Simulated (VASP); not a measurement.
Data:

```
CELL_PARAMETERS angstrom
      2.82792     0.00000     0.00000
     -1.41396     2.44905     0.00000
      0.00000     0.00000     5.17851
ATOMIC_POSITIONS crystal
  Nb 0.33333 0.66667 0.25000
  Nb 0.66667 0.33333 0.75000
```

Computed with PBEsol GGA, VASP's PBE PAW potentials (set 64) (plane waves; VASP). Run with 400 eV cut-off, Gaussian smearing of 0.050 eV, potentials Nb_sv.

**Question.** Give the energies of bands 9 to 16 at the high-symmetry points, in eV from the Fermi level.

**Answer.** 
```
band      Γ      M      K      A      L      H
----  -----  -----  -----  -----  -----  -----
9     -6.30  -3.82  -2.96  -4.68  -3.98  -2.25
10    -4.01  -3.44  -1.46  -4.68  -3.98  -2.25
11    -1.07  -3.43  -1.46  -1.31  -2.54  -1.83
12     0.31  -0.59  -1.27  -1.31  -2.54  -1.83
13     0.31   0.36  -0.72   0.38   2.21  -0.35
14     0.53   0.39  -0.72   0.38   2.21  -0.35
15     0.78   0.74   0.96   0.38   2.29   1.17
16     0.78   4.66   3.16   0.38   2.29   1.17
```

It has no gap at this level: it comes out as a metal or semimetal.

The structure was generated: Nb was put into the hcp type (P6_3/mmc), which need not be its known phase. It was relaxed first.
